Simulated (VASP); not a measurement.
Wanted: the native input for a VASP 6.6.1 run.

| Quantity | Value |
| --- | --- |
| Task | relaxation of cell and atoms |
| Functional | PBEsol |
| Potentials or basis | VASP PAW PBE potentials, release 64 (Sr_sv, Nb_sv, Ti_sv, O) |
| Cutoff | 600 eV |
| k mesh | 6 × 6 × 6 |
| Occupations | gaussian, width 0.03 eV |
| Spin | no spin polarisation |
| Further INCAR settings | ALGO = Normal; EDIFF = 1e-06; IBRION = 2; EDIFFG = -0.01; NSW = 90; ISIF = 3 |

The structure of Sr4Ti3NbO12 lies in POSCAR:

```
Sr4Ti3NbO12
1.0
   -3.9463824400      3.9463824400      3.9463824400
    3.9463824400     -3.9463824400      3.9463824400
    3.9463824400      3.9463824400     -3.9463824400
Sr Nb Ti O
4 1 3 12
Direct
    0.5000000000      0.5000000000      0.5000000000
    0.0000000000      0.0000000000      0.5000000000
    0.0000000000      0.5000000000      0.0000000000
    0.5000000000      0.0000000000      0.0000000000
    0.0000000000      0.0000000000      0.0000000000
    0.5000000000      0.5000000000      0.0000000000
    0.5000000000      0.0000000000      0.5000000000
    0.0000000000      0.5000000000      0.5000000000
    0.0000000000      0.2500000000      0.2500000000
    0.5000000000      0.7500000000      0.2500000000
    0.5000000000      0.2500000000      0.7500000000
    0.0000000000      0.7500000000      0.7500000000
    0.2500000000      0.0000000000      0.2500000000
    0.7500000000      0.5000000000      0.2500000000
    0.7500000000      0.0000000000      0.7500000000
    0.2500000000      0.5000000000      0.7500000000
    0.2500000000      0.2500000000      0.0000000000
    0.7500000000      0.7500000000      0.0000000000
    0.7500000000      0.2500000000      0.5000000000
    0.2500000000      0.7500000000      0.5000000000
```

The cell was built by a generator and needn't be a form met in nature.

One way to write it, as run:

INCAR

```
SYSTEM = Sr4Ti3NbO12
PREC = Accurate
ENCUT = 600
EDIFF = 1E-6
ISMEAR = 0
SIGMA = 0.03
LREAL = .False.
LASPH = .True.
NELM = 80
ALGO = Normal
ISIF = 3
LWAVE = .False.
LCHARG = .False.
GGA = PS
IBRION = 2
NSW = 90
EDIFFG = -0.01
KPAR = 4
```

KPOINTS

```
Automatic mesh
0
Gamma
  6 6 6
  0 0 0
```

Potentials or basis: VASP PAW PBE potentials, release 64 (Sr_sv, Nb_sv, Ti_sv, O).

Run with:

```sh
$ cat potpaw_PBE.64/Sr_sv/POTCAR potpaw_PBE.64/Nb_sv/POTCAR potpaw_PBE.64/Ti_sv/POTCAR potpaw_PBE.64/O/POTCAR > POTCAR
$ mpirun -np 4 vasp_std > vasp.out
```

It gave:

```yaml
Relaxed_volume: 12.12 Å³/atom
Relaxed_cell: a = 6.803 Å, b = 6.803 Å, c = 6.803 Å, α = 109.47°, β = 109.47°, γ = 109.47°
Space_group_after_relaxing_to_0.05_Å: Im-3m (No. 229)
Energy_gained_by_relaxing: 1.5 meV/atom
Ionic_steps: 5
Pressure_after_relaxing: 0.0 GPa
Band_gap_on_the_k_mesh: none (metal or under the smearing width)
```

Caveat: the PAW data sets were made with another functional, which shifts forces and pressure a little; an odd number of electrons without spin polarisation forces a metal; a magnetic or distorted state may lie lower; semilocal functionals often make such compounds metallic where correlation or magnetic order opens a gap, which also shifts bond lengths.

Wall time 7.3 min on 4 MPI ranks on Intel(R) Xeon(R) 6975P-C (Granite Rapids), with other jobs on the host, peak memory 0.72 GiB a rank.
